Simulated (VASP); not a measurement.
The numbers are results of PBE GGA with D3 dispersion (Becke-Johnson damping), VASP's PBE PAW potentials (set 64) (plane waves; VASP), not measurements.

The input files of a VASP run:

File KPOINTS:
```
K-points
0
Gamma
13 13 13
```

File POSCAR:
```
WSi2
1
   -1.6274433860     1.6274433860     3.9763603349
    1.6274433860    -1.6274433860     3.9763603349
    1.6274433860     1.6274433860    -3.9763603349
Si W
2 1
Direct
  0.6660173065   0.6660173065   0.0000000000
  0.3339826935   0.3339826935   1.0000000000
  0.0000000000   0.0000000000   0.0000000000
```

INCAR:
```
NSW = 30   ! most ionic steps
EDIFF = 1E-7   ! SCF stop (eV)
GGA = PE
EDIFFG = -0.01   ! ionic stop
SIGMA = 0.1   ! width (eV)
LMAXMIX = 6
LASPH = T
ISIF = 4   ! ions and shape, fixed volume
LWAVE = F
PREC = Accurate
IBRION = 2   ! conjugate gradients
LCHARG = F
LREAL = F   ! projection in real space or not
NELM = 100
IVDW = 12   ! D3, Becke-Johnson
ALGO = Normal
ISMEAR = 1   ! Methfessel-Paxton
SYSTEM = WSi2
ENCUT = 520
```

POTCAR, in this order: Si W_sv (PBE.64 set). Program: vasp_std.

Output

OSZICAR:
```
       N       E                     dE             d eps       ncg     rms          rms(c)
DAV:   1     0.124951010278E+03    0.12495E+03   -0.11143E+04  5880   0.147E+03
DAV:   2    -0.214888670676E+02   -0.14644E+03   -0.14448E+03  6720   0.357E+02
DAV:   3    -0.256761744448E+02   -0.41873E+01   -0.41181E+01  7917   0.518E+01
DAV:   4    -0.257072569993E+02   -0.31083E-01   -0.31074E-01  6692   0.525E+00
DAV:   5    -0.257076680500E+02   -0.41105E-03   -0.41104E-03  8001   0.604E-01    0.234E+01
DAV:   6    -0.249056257391E+02    0.80204E+00   -0.53466E+00  7133   0.166E+01    0.754E+00
DAV:   7    -0.248203229596E+02    0.85303E-01   -0.40654E-01  6741   0.368E+00    0.442E+00
DAV:   8    -0.247951788946E+02    0.25144E-01   -0.58433E-02  7462   0.214E+00    0.310E-01
DAV:   9    -0.247947776365E+02    0.40126E-03   -0.16567E-03  7154   0.325E-01    0.186E-01
DAV:  10    -0.247947001004E+02    0.77536E-04   -0.38983E-04  7091   0.196E-01    0.352E-02
DAV:  11    -0.247946922659E+02    0.78345E-05   -0.45828E-05  7385   0.563E-02    0.145E-02
DAV:  12    -0.247946920472E+02    0.21875E-06   -0.19285E-06  7175   0.100E-02    0.331E-03
DAV:  13    -0.247946914585E+02    0.58863E-06   -0.25610E-07  6314   0.497E-03    0.560E-04
DAV:  14    -0.247946913817E+02    0.76873E-07   -0.15133E-08  3549   0.129E-03
   1 F= -.26440291E+02 E0= -.26440301E+02  d E =-.264403E+02
       N       E                     dE             d eps       ncg     rms          rms(c)
DAV:   1    -0.248026782117E+02   -0.79868E-02   -0.22978E-01  6517   0.485E+00    0.419E-01
DAV:   2    -0.247978257417E+02    0.48525E-02   -0.96994E-03  7406   0.819E-01    0.227E-01
DAV:   3    -0.247962821828E+02    0.15436E-02   -0.39626E-03  7637   0.482E-01    0.619E-02
DAV:   4    -0.247962724779E+02    0.97049E-05   -0.21547E-04  6265   0.114E-01    0.245E-02
DAV:   5    -0.247962691169E+02    0.33610E-05   -0.80150E-06  7721   0.193E-02    0.131E-02
DAV:   6    -0.247962687819E+02    0.33504E-06   -0.19234E-06  7371   0.925E-03    0.267E-03
DAV:   7    -0.247962687276E+02    0.54281E-07   -0.21893E-07  5576   0.333E-03
   2 F= -.26441961E+02 E0= -.26441979E+02  d E =-.167078E-02
       N       E                     dE             d eps       ncg     rms          rms(c)
DAV:   1    -0.247968117182E+02   -0.54294E-03   -0.12503E-02  6482   0.113E+00    0.977E-02
DAV:   2    -0.247965448598E+02    0.26686E-03   -0.54044E-04  7399   0.191E-01    0.525E-02
DAV:   3    -0.247964618317E+02    0.83028E-04   -0.20665E-04  7637   0.109E-01    0.152E-02
DAV:   4    -0.247964608601E+02    0.97163E-06   -0.11694E-05  6342   0.268E-02    0.574E-03
DAV:   5    -0.247964606963E+02    0.16380E-06   -0.46954E-07  7644   0.466E-03    0.301E-03
DAV:   6    -0.247964607066E+02   -0.10311E-07   -0.10240E-07  3719   0.219E-03
   3 F= -.26442130E+02 E0= -.26442149E+02  d E =-.183967E-02
       N       E                     dE             d eps       ncg     rms          rms(c)
DAV:   1    -0.247968321110E+02   -0.37141E-03   -0.14600E-02  6874   0.105E+00    0.865E-02
DAV:   2    -0.247966375968E+02    0.19451E-03   -0.57009E-04  7098   0.191E-01    0.441E-02
DAV:   3    -0.247965813429E+02    0.56254E-04   -0.13704E-04  7539   0.871E-02    0.121E-02
DAV:   4    -0.247965799298E+02    0.14131E-05   -0.10899E-05  6881   0.253E-02    0.630E-03
DAV:   5    -0.247965798021E+02    0.12770E-06   -0.48228E-07  7203   0.460E-03    0.345E-03
DAV:   6    -0.247965798302E+02   -0.28071E-07   -0.86421E-08  3458   0.204E-03
   4 F= -.26442292E+02 E0= -.26442310E+02  d E =-.161157E-03
```

OUTCAR:
```
------------------------ aborting loop because EDIFF is reached ----------------------------------------
 Edisp (eV)   -1.64571
  FORCE on cell =-STRESS in cart. coord.  units (eV):
  Direction    XX          YY          ZZ          XY          YZ          ZX
  --------------------------------------------------------------------------------------
  Total      -3.11997    -3.11997    -3.12619     0.00000    -0.00000     0.00000
  in kB    -118.65965  -118.65965  -118.89647     0.00000    -0.00000     0.00000
  external pressure =     -118.74 kB  Pullay stress =        0.00 kB
  volume of cell :       42.13
      direct lattice vectors                 reciprocal lattice vectors
    -1.629911665  1.629911665  3.964326145     0.000000000  0.306765091  0.126124840
     1.629911665 -1.629911665  3.964326145     0.306765091  0.000000000  0.126124840
     1.629911665  1.629911665 -3.964326145     0.306765091  0.306765091  0.000000000
 POSITION                                       TOTAL-FORCE (eV/Angst)
 -----------------------------------------------------------------------------------
      1.62991      1.62991      1.30806         0.000000      0.000000      0.002111
      0.00000      0.00000      2.65627        -0.000000     -0.000000     -0.002111
      0.00000      0.00000      7.92865        -0.000000     -0.000000      0.000000
 -----------------------------------------------------------------------------------
    total drift:                               -0.000000     -0.000000      0.000000
  FREE ENERGIE OF THE ION-ELECTRON SYSTEM (eV)
  ---------------------------------------------------
  free  energy   TOTEN  =       -26.4422915368 eV

  energy  without entropy=      -26.4423465976  energy(sigma->0) =      -26.44230989

 reached required accuracy - stopping structural energy minimisation
```
(Selected blocks of OUTCAR.)

**CONTCAR**
```
WSi2
   1.00000000000000
    -1.6299116645456340    1.6299116645456340    3.9643261448793106
     1.6299116645456340   -1.6299116645456340    3.9643261448793106
     1.6299116645456340    1.6299116645456340   -3.9643261448793106
  Si              W
     2     1
Direct
     0.6649785890630903    0.6649785890630903    1.0000000000000000
     0.3350214109369097    0.3350214109369097    0.0000000000000000
     1.0000000000000000    1.0000000000000000    0.0000000000000000
```

OUTCAR:
```
 val. band max:       11.3519208791   @ k =  -0.3846  -0.4615   0.3846

 cond. band min:      11.4375686306   @ k =  -0.3077  -0.3846   0.3077


 Fermi energy:        11.4132615227

 k-point     1 :       0.0000    0.0000    0.0000
  band No.  band energies     occupation
      1     -62.5683      2.00000
      2     -26.7920      2.00000
      3     -26.7920      2.00000
      4     -26.7853      2.00000
      5      -2.3548      2.00000
      6       4.7849      2.00000
      7       7.6074      2.00000
      8       8.2449      2.00000
      9       8.6490      2.00000
     10       8.6490      2.00000
     11      11.9369     -0.00000
     12      13.8758      0.00000
     13      14.3020      0.00000
     14      14.3020      0.00000
     15      14.4683      0.00000

 k-point     2 :       0.0769    0.0000    0.0000
  band No.  band energies     occupation
      1     -62.5680      2.00000
      2     -26.8026      2.00000
      3     -26.7910      2.00000
      4     -26.7846      2.00000
      5      -2.2460      2.00000
      6       4.7828      2.00000
      7       7.3270      2.00000
      8       8.2397      2.00000
      9       8.7226      2.00000
     10       8.7550      2.00000
     11      11.5155     -0.05456
     12      13.5765      0.00000
     13      13.9076      0.00000
     14      14.7675      0.00000
     15      14.7864      0.00000

 k-point     3 :       0.1538    0.0000   -0.0000
  band No.  band energies     occupation
      1     -62.5671      2.00000
      2     -26.8319      2.00000
      3     -26.7883      2.00000
      4     -26.7824      2.00000
      5      -1.9240      2.00000
      6       4.7392      2.00000
      7       6.7599      2.00000
      8       8.1397      2.00000
      9       8.9235      2.00000
     10       8.9323      2.00000
     11      10.7714      2.00000
     12      12.8907     -0.00000
     13      13.4796      0.00000
     14      15.4247      0.00000
     15      15.5223      0.00000
...
```

Unless said otherwise, spin-orbit coupling is left out, though it shifts the bands of the heavy elements here.

The compound is WSi2 in the MoSi2 type structure. This cell is one point of a volume scan, at 1.06 of the reference volume. Symmetry was kept, so distortions that lower it aren't found.
